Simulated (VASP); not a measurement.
Input:

```
CELL_PARAMETERS angstrom
     -2.08247     2.08247     2.08247
      2.08247    -2.08247     2.08247
      2.08247     2.08247    -2.08247
ATOMIC_POSITIONS crystal
  Na 0.00000 0.00000 0.00000
```

These are PBE GGA with D3 dispersion (zero damping), VASP's PBE PAW potentials (set 64) (plane waves; VASP) values and carry that method's errors. Numerical set-up: 520 eV cut-off, Gaussian smearing of 0.050 eV, potentials Na_pv.

Task: Give the energies of bands 4 to 6 at the high-symmetry points, in eV from the Fermi level.

Result: 
```
band      Γ     H     N     P
----  -----  ----  ----  ----
4     -3.37  4.52  0.72  2.71
5     11.86  4.52  1.21  2.71
6     11.86  4.95  8.27  2.71
```

It has no gap at this level: it comes out as a metal or semimetal.

The compound is Na in the bcc structure. It was relaxed first, which changed the volume by -7 %.
